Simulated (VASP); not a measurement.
These are PBEsol GGA, VASP's PBE PAW potentials (set 64) (plane waves; VASP) values and carry that method's errors.

A VASP calculation is set up with these files.

File POSCAR:
```
Ho
1
    1.7739167640    -3.0725140166     0.0266087515
    1.7739167640     3.0725140166     0.0266087515
    0.0817099297     0.0000000000     5.4473286471
Ho
2
Direct
  0.3333330000   0.6666670000   0.2500000000
  0.6666670000   0.3333330000   0.7500000000
```

**INCAR**
```
ALGO  =  Normal
EDIFF  =  1E-7
ENCUT  =  480
GGA  =  PS
ISIF  =  2
ISMEAR  =  1
LASPH  =  T
LCHARG  =  F
LMAXMIX  =  6
LREAL  =  F
LWAVE  =  F
NELM  =  100
PREC  =  Accurate
SIGMA  =  0.1
SYSTEM  =  Ho
```

### KPOINTS
```
Automatic mesh
0
Gamma
12 12 6
0 0 0
```

POTCAR, in this order: Ho_3 (PBE.64 set). Program: vasp_std.

The 4f electrons are frozen in the core of the lanthanide potential, so 4f levels, which can set the real gap, and their magnetism are missing.

Task: Estimate the energy per atom (σ→0), band gap (on the k-mesh).

Result: 
The energy per atom (σ→0) comes out as -4.939 eV/atom and the band gap (on the k-mesh) is none (metal, semimetal or under 0.01 eV).

**OSZICAR**
```
...
DAV:   7    -0.987724938846E+01   -0.59429E-02   -0.48039E-02 10060   0.303E+00    0.327E-01
DAV:   8    -0.987688158005E+01    0.36781E-03   -0.29052E-03  9070   0.606E-01    0.639E-02
DAV:   9    -0.987689071517E+01   -0.91351E-05   -0.22456E-04 10623   0.186E-01    0.318E-02
DAV:  10    -0.987688570821E+01    0.50070E-05   -0.20398E-05 10602   0.481E-02    0.321E-02
DAV:  11    -0.987688594614E+01   -0.23794E-06   -0.10313E-06 10099   0.107E-02    0.472E-03
DAV:  12    -0.987688607452E+01   -0.12838E-06   -0.14031E-07  5843   0.484E-03    0.217E-03
DAV:  13    -0.987688604991E+01    0.24614E-07   -0.34552E-08  5531   0.524E-03
   1 F= -.98768860E+01 E0= -.98770169E+01  d E =0.392693E-03
```

The compound is Ho in the hcp structure. This cell was strained or had an atom moved on purpose.
